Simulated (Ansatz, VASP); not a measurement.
Given: the input of a run of Ansatz 0.2.0 on MgW. 

The input input.yaml:

```yaml
crystal:
  lattice:
    - [4.68, 0.0, 0.0]
    - [0.0, 5.66, 0.0]
    - [-0.0283370091, 0.0, 4.919918395]
  atoms:
    - { symbol: W, position: [0.0, 0.182, 0.25] }
    - { symbol: W, position: [0.0, 0.818, 0.75] }
    - { symbol: Mg, position: [0.5, 0.68, 0.25] }
    - { symbol: Mg, position: [0.5, 0.32, 0.75] }
hamiltonian:
  xc: pbe
  pseudopotentials: { kind: paw }
kpoints:
  mp_grid: { grid: [6, 5, 6] }
scf:
  occupations: { method: fermi_dirac, width: 0.05 }
output:
  forces: true
  stress: true
  eigenvalues: true
```

Potentials or basis: Ansatz PAW.

The run is started by

```bash
$ ansatz run input.yaml --threads 2 --pin off --max-ram 5120MiB --backend cpu --events-out ev --progress --plain --runs-dir out
```

Translate it to VASP 6.6.1. Potentials or basis there: PBE PAW files Mg, W_sv, 520 eV.

As run (cutoffs and basis follow the program's own potentials, and thresholds, step limits or extra output files can differ):

INCAR

```
SYSTEM = MgW
PREC = Accurate
ENCUT = 520
EDIFF = 1E-7
ISMEAR = -1
SIGMA = 0.05
LREAL = .FALSE.
LASPH = .TRUE.
NELM = 80
ALGO = Normal
ISIF = 2
LWAVE = .FALSE.
LCHARG = .FALSE.
GGA = PE
NBANDS = 24
```

KPOINTS

```
Automatic mesh
0
G
  6 5 6
  0 0 0
```

The input POSCAR:

```
MgW
1.0
    4.6800000000      0.0000000000      0.0000000000
    0.0000000000      5.6600000000      0.0000000000
   -0.0283370091      0.0000000000      4.9199183950
W Mg
2 2
Direct
    0.0000000000      0.1820000000      0.2500000000
    0.0000000000      0.8180000000      0.7500000000
    0.5000000000      0.6800000000      0.2500000000
    0.5000000000      0.3200000000      0.7500000000
```

Potentials or basis: VASP PAW PBE potentials, release 64 (W_sv, Mg).

Command:

```console
$ cat potpaw_PBE.64/W_sv/POTCAR potpaw_PBE.64/Mg/POTCAR > POTCAR
$ mpirun -np 1 vasp_std > vasp.out
```

Both were run:

|  | Ansatz | VASP |
| --- | --- | --- |
| Pressure | -20.6 GPa | -20.6 GPa |
| Largest force | 2.818 eV/Å | 2.812 eV/Å |

Ansatz's pressure holds a Pulay term of +0.01 GPa for its cutoff of 420 eV, which the other run lacks.

The potentials hold 48 and 32 valence electrons a cell.

Where Ansatz's input types no cutoff or centring, it takes its own default and a Γ-centred mesh.

The cell lies far from this level's equilibrium.

Pressure is positive in compression.
